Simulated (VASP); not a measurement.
Here is the system:

```xyz
2
Lattice="0.0000 2.8262 2.8262 2.8262 0.0000 2.8262 2.8262 2.8262 0.0000" Properties=species:S:1:pos:R:3 pbc="T T T"
In     0.0000     0.0000     0.0000
As     2.8262     2.8262     2.8262
```

These are PBEsol GGA, VASP's PBE PAW potentials (set 64) (plane waves; VASP) values and carry that method's errors. Numerical set-up: 400 eV cut-off, 10×10×10 Γ-centred mesh, first-order Methfessel-Paxton smearing of 0.10 eV, potentials In_d As.

Unless said otherwise, spin-orbit coupling is left out, though it shifts the bands of the heavy elements here.

Problem. Predict the energy per atom (σ→0), band gap (on the k-mesh) with the smallest direct gap where there is one.

Solution. 
- band gap (on the k-mesh) = none (metal, semimetal or under 0.01 eV)
- energy per atom (σ→0) = -4117 meV/atom

The absolute energy has meaning only against runs of the same code, potentials and settings.

The structure was generated: InAs was put into the rock salt type (Fm-3m), which need not be its known phase. It was relaxed first. The start is the result of an earlier pass.
